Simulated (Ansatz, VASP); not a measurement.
# C: VASP beside Ansatz, part 2 of 2

Aim: how closely do two programs agree when they are given the same cell, functional and k mesh? The cell is taken from a series of VASP runs on this material, whose earlier steps may have relaxed, scaled or displaced it; both programs get it as it stands. Other levels of theory on this material are compared in a session of their own.

VASP 6.6.1 and Ansatz 0.2.0.

So far. Step 3 (VASP: band structure, PBE): The run ends at a pressure of 0.25 GPa.

**5. Ansatz: dielectric response, LDA**

Level of this step: Ansatz beside VASP: Kohn-Sham DFT, plane waves, LDA (Ansatz).

The response to a field tests empty states and converges slowly with the mesh.

The cell is taken from a series of VASP runs on this material, whose earlier steps may have relaxed, scaled or displaced it; both programs get it as it stands.

Input file input.yaml:

```yaml
crystal:
  lattice:
    - [0.0, 1.785811, 1.785811]
    - [1.785811, 0.0, 1.785811]
    - [1.785811, 1.785811, 0.0]
  atoms:
    - { symbol: C, position: [0.0, 0.0, 0.0] }
    - { symbol: C, position: [0.25, 0.25, 0.25] }
hamiltonian:
  xc: lda
  pseudopotentials: { kind: paw }
kpoints:
  mp_grid: { grid: [14, 14, 14] }
scf:
  occupations: { method: fixed }
dielectric:
  method: response
```

The run is started by

```sh
$ ansatz run input.yaml --threads 2 --pin off --max-ram 4608MiB --backend cpu --events-out ev --progress --plain --runs-dir out
```

Numbers of over 12 decimals in the logs are rounded to 6 here.

The program printed:

```text
[...]
Crystal: 2 atoms, lattice volume = 11.390 Å³
Basis set: ecut = 420 eV, 229 PW (Γ), exchange–correlation on 40×40×40 points (8 copies of the dense FFT grid, shifted against one another)
Bands: 8, of which v1, the nominal top of the filled ones, is band 4 counted from 1 (3 counted from 0)
Symmetry: 48 space group operations
k-points: 244 of 2744 (irreducible under 8 space group operations, time reversal used)
[...]
Born effective charges Z* (e; rows j = field, columns β = displacement):
    site 0:
         0.00000    0.00000    0.00000
         0.00000    0.00000    0.00000
         0.00000    0.00000    0.00000
    site 1:
         0.00000    0.00000    0.00000
         0.00000    0.00000    0.00000
         0.00000    0.00000    0.00000
  Z* charge neutrality: 1.520e-5 e pre-enforcement
  k-mesh period / interband length: 35.4 Å / 1.75 Å = 20.17 at k = (0.0000, 0.0000, 0.0000), direct gap 5.528 eV — 14 or more, which is no proof of convergence
[key lines of the parts left out:]
SCF converged after 6 iterations
Free energy (F): -485.967356 eV
Fermi energy:    12.988738 eV
```

Elapsed: 4.3 s, on 2 threads of Arm Neoverse V1, shared host; peak memory 0.29 GiB; 7.8 s of CPU time.

**6. VASP: dielectric response, LDA**

The same cell, functional (in two slightly different forms) and mesh now go to VASP, with its own data sets and cutoff.

Input file INCAR:

```
SYSTEM = C
PREC = Accurate
ENCUT = 460
EDIFF = 1E-08
NELM = 100
ISMEAR = 0
SIGMA = 0.01
LREAL = .FALSE.
ALGO = Normal
GGA = CA
NBANDS = 10
LORBIT = 11
LWAVE = .FALSE.
LCHARG = .FALSE.
KPAR = 4
LEPSILON = .TRUE.
```

Input file POSCAR:

```
C
1.0
    0.0000000000      1.7858110000      1.7858110000
    1.7858110000      0.0000000000      1.7858110000
    1.7858110000      1.7858110000      0.0000000000
C
2
Direct
    0.0000000000      0.0000000000      0.0000000000
    0.2500000000      0.2500000000      0.2500000000
```

Input file KPOINTS:

```
Automatic mesh
0
Gamma
14 14 14
0 0 0
```

PAW data sets: C (LDA family, release 64).

The run is started by

```sh
$ mpirun -np 4 vasp_std
```

The program printed:

```text
[banner, memory and clock lines left out]
running    4 mpi-ranks, on    1 nodes
[...]
LDA part: xc-table for (Slater(with rela. corr.)+CA(PZ))
 , standard interpolation
 POSCAR, INCAR and KPOINTS ok, starting setup
[...]
entering main loop
       N       E                     dE             d eps       ncg     rms          rms(c)
DAV:   1    -0.392481435993E+01   -0.39248E+01   -0.45944E+03  2170   0.714E+02
DAV:   2    -0.207367774074E+02   -0.16812E+02   -0.16298E+02  2906   0.115E+02
DAV:   3    -0.210261977791E+02   -0.28942E+00   -0.28897E+00  2452   0.123E+01
DAV:   4    -0.210267599056E+02   -0.56213E-03   -0.56209E-03  2262   0.659E-01
[...]
DAV:  10    -0.202344633591E+02   -0.15464E-05   -0.16767E-06  2280   0.114E-02    0.436E-03
DAV:  11    -0.202344633072E+02    0.51903E-07   -0.55732E-08  2358   0.192E-03    0.727E-04
DAV:  12    -0.202344633014E+02    0.57853E-08   -0.13101E-09  1246   0.357E-04
   1 F= -.20234463E+02 E0= -.20234463E+02  d E =-.399074E-16
[...]
change of polarisation eV/A/(eV/A) component  2 :     0.076     0.303     0.005
 dielectric tensor                  component  2 :     1.200     5.809     0.073
 Linear response to external field, progress :
  Direction:   3
       N       E                     dE             d eps       ncg     rms          rms(c)
RMM:   1    -0.153217501611E+00   -0.15322E+00   -0.55680E-01 10764   0.210E+00
RMM:   2    -0.157018477068E+00   -0.38010E-02   -0.92449E-04  7732   0.249E-01    0.714E-01
RMM:   3    -0.154674098709E+00    0.23444E-02   -0.76230E-04  7718   0.212E-01    0.416E-01
RMM:   4    -0.159933737036E+00   -0.52596E-02   -0.11370E-03  7740   0.261E-01    0.320E-02
RMM:   5    -0.160327885179E+00   -0.39415E-03   -0.11778E-05  7906   0.268E-02    0.293E-03
RMM:   6    -0.160343444559E+00   -0.15559E-04   -0.38709E-08  8144   0.173E-03    0.157E-03
RMM:   7    -0.160346966646E+00   -0.35221E-05   -0.65088E-09  8156   0.761E-04    0.105E-04
RMM:   8    -0.160347613073E+00   -0.64643E-06   -0.11221E-10  6583   0.635E-05    0.272E-05
RMM:   9    -0.160347479756E+00    0.13332E-06   -0.11502E-11  3594   0.205E-05    0.222E-06
 change of polarisation eV/A/(eV/A) component  3 :     0.016     0.062     0.303
 dielectric tensor                  component  3 :     0.247     0.983     5.809
 Born effective charges drift removed
```

From OUTCAR (step 6):

```text
  Total       -0.9665508     -0.9665508     -0.9665508      0.0000000      0.0000000      0.0000000
  in kB     -135.9561341   -135.9561341   -135.9561341      0.0000000      0.0000000      0.0000000
  external PRESSURE =    -135.9561341 kB  Pullay stress =       0.0000000 kB

 POSITION                                       TOTAL-FORCE (eV/Angst)
 -----------------------------------------------------------------------------------
      0.00000      0.00000      0.00000         0.000000      0.000000      0.000000
      0.89291      0.89291      0.89291        -0.000000     -0.000000     -0.000000
 -----------------------------------------------------------------------------------
    total drift:                               -0.000000     -0.000000     -0.000000

 MACROSCOPIC STATIC DIELECTRIC TENSOR (including local field effects in DFT)
 ------------------------------------------------------
           5.808564     0.000000    -0.000000
           0.000000     5.808564    -0.000000
          -0.000000     0.000000     5.808564
 ------------------------------------------------------

[... 1 part as in an earlier step ...]

[... 1 further part left out ...]
```

**7. Side by side**

What differs besides the data sets and the points named for the pairs above, as far as they apply: the two LDA forms differ slightly; VASP's log shows a relativistic correction to its local exchange, Ansatz's none. Total energies have different zeros and are not compared.

Compared:

| quantity | Ansatz | VASP | difference |
| --- | --- | --- | --- |
| ε∞ xx | 5.81 | 5.81 | +0.09 % |
| ε∞ yy | 5.81 | 5.81 | +0.09 % |
| ε∞ zz | 5.81 | 5.81 | +0.09 % |
| Born charge of C1 (mean of the diagonal) (e) | 0.00 | 0.00 | 0.00 |

**8. What came out**

- difference in gap over the path points (band structure, PBE): 0.0069 eV
- difference in ε∞ xx (dielectric response, LDA): 0.092 %

What this shows: The difference in gap over the path points is 0.0069 eV (band structure, PBE), within the 0.08 eV picked in this series as the mark of a large difference. 15 further runs of this series are not shown here. Such differences can come from data sets, numerical settings and the points named under the comparisons, not from the functional's error against experiment.

[Lines on the potential files, build, host, timing and source positions are cut from VASP's logs without a mark.]

[Logs are printed without paths, hosts, clocks, repeated set-up lines and the standing remarks that a program may print on its own settings, such as how far it seeks lower states.]

[Hosts, paths, dates, database ids (printed as entryN), source tags and the programs' standing remarks are cut or masked in the printed files.]
